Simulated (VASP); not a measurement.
Level of theory: optB88-vdW, VASP's PBE PAW potentials (set 64) (plane waves; VASP).

A VASP calculation is set up with these files.

KPOINTS:
```
K-points
0
gamma
  12 12 10
0 0 0
```

### POSCAR
```
ZrB2
1
    1.5837116038    -2.7430694310     0.0000000000
    1.5837116038     2.7430694310     0.0000000000
    0.0000000000     0.0000000000     3.5656672452
Zr B
1 2
Direct
  0.0000000000   0.0000000000   0.0000000000
  0.3333330000   0.6666670000   0.5000000000
  0.6666670000   0.3333330000   0.5000000000
```

INCAR:
```
LORBIT=11   # lm-projected
ISMEAR=-5
ALGO=Normal
LUSE_VDW=.TRUE.
LCHARG=.TRUE.
GGA=BO
PARAM2=0.22
AGGAC=0.0
PREC=Accurate
LWAVE=.FALSE.
NELM=100   # most electronic steps
LMAXMIX=4   # l cut-off of mixed one-centre charges
ISIF=2   # forces and stress, cell fixed
LASPH=.TRUE.
ENCUT=520
LEFG=.TRUE.
PARAM1=0.1833333333
SYSTEM=ZrB2
LREAL=.FALSE.   # projection in real space or not
NEDOS=601   # DOS grid
EDIFF=1E-7
```

POTCAR, in this order: Zr_sv B (PBE.64 set). Program: vasp_std.

Output of the run:

OSZICAR:
```
       N       E                     dE             d eps       ncg     rms          rms(c)
DAV:   1     0.117420682743E+03    0.11742E+03   -0.10035E+04  2964   0.139E+03
DAV:   2    -0.176962851683E+02   -0.13512E+03   -0.13150E+03  3434   0.338E+02
DAV:   3    -0.234369082659E+02   -0.57406E+01   -0.56939E+01  4892   0.609E+01
DAV:   4    -0.235449940891E+02   -0.10809E+00   -0.10792E+00  3669   0.775E+00
DAV:   5    -0.235478689678E+02   -0.28749E-02   -0.28783E-02  4679   0.946E-01    0.206E+01
DAV:   6    -0.207276888943E+02    0.28202E+01   -0.85711E+00  3567   0.200E+01    0.822E+00
DAV:   7    -0.207096131697E+02    0.18076E-01   -0.88971E-01  4532   0.602E+00    0.315E+00
DAV:   8    -0.207160134863E+02   -0.64003E-02   -0.10353E-01  3557   0.305E+00    0.751E-01
DAV:   9    -0.207121951067E+02    0.38184E-02   -0.18987E-02  3792   0.113E+00    0.127E-01
DAV:  10    -0.207122061345E+02   -0.11028E-04   -0.98223E-04  3766   0.284E-01    0.471E-02
DAV:  11    -0.207122180087E+02   -0.11874E-04   -0.40120E-05  3819   0.691E-02    0.189E-02
DAV:  12    -0.207122241673E+02   -0.61586E-05   -0.64159E-06  3756   0.284E-02    0.347E-03
DAV:  13    -0.207122253008E+02   -0.11335E-05   -0.53181E-07  3715   0.678E-03    0.162E-03
DAV:  14    -0.207122249159E+02    0.38493E-06   -0.28255E-08  1922   0.189E-03    0.438E-04
DAV:  15    -0.207122248879E+02    0.28012E-07   -0.42948E-09  1817   0.745E-04
   1 F= -.20712225E+02 E0= -.20712225E+02  d E =0.000000E+00
```

File OUTCAR:
```
------------------------ aborting loop because EDIFF is reached ----------------------------------------
  FORCE on cell =-STRESS in cart. coord.  units (eV):
  Direction    XX          YY          ZZ          XY          YZ          ZX
  --------------------------------------------------------------------------------------
  Total        0.0007348      0.0007348     -0.0257605      0.0000000      0.0000000      0.0000000
  in kB        0.0380026      0.0380026     -1.3322368      0.0000000      0.0000000      0.0000000
  external PRESSURE =      -0.4187439 kB  Pullay stress =       0.0000000 kB
  volume of cell :       30.98
      direct lattice vectors                 reciprocal lattice vectors
     1.583711604 -2.743069431  0.000000000     0.315714047 -0.182277559  0.000000000
     1.583711604  2.743069431  0.000000000     0.315714047  0.182277559  0.000000000
     0.000000000  0.000000000  3.565667245     0.000000000  0.000000000  0.280452418
 POSITION                                       TOTAL-FORCE (eV/Angst)
 -----------------------------------------------------------------------------------
      0.00000      0.00000      0.00000        -0.000000     -0.000000     -0.000000
      1.58371      0.91436      1.78283        -0.000000     -0.000000     -0.000000
      1.58371     -0.91436      1.78283         0.000000      0.000000      0.000000
 -----------------------------------------------------------------------------------
    total drift:                                0.000000     -0.000000      0.000000
  FREE ENERGIE OF THE ION-ELECTRON SYSTEM (eV)
  ---------------------------------------------------
  free  energy   TOTEN  =       -20.7122248879 eV

  energy  without entropy=      -20.7122248879  energy(sigma->0) =      -20.71222489

 total charge

# of ion       s       p       d       tot
------------------------------------------
    1        2.166   6.025   1.777   9.967
    2        0.666   1.250   0.000   1.916
    3        0.666   1.250   0.000   1.916
--------------------------------------------------
tot          3.498   8.524   1.777  13.800

 Electric field gradients after diagonalization (V/A^2)
 (convention: |V_zz| > |V_xx| > |V_yy|)
----------------------------------------------------------------------
 ion       V_xx      V_yy      V_zz     asymmetry (V_yy - V_xx)/ V_zz
----------------------------------------------------------------------
   1     -20.164   -20.160    40.324       0.000
   2      -1.231    -1.231     2.463       0.000
   3      -1.231    -1.231     2.463       0.000
```
(Selected blocks of OUTCAR.)

For a metal the tetrahedron method with Blöchl corrections gives inexact stress and forces.

The compound is ZrB2 in the AlB2 type structure. It was relaxed first.
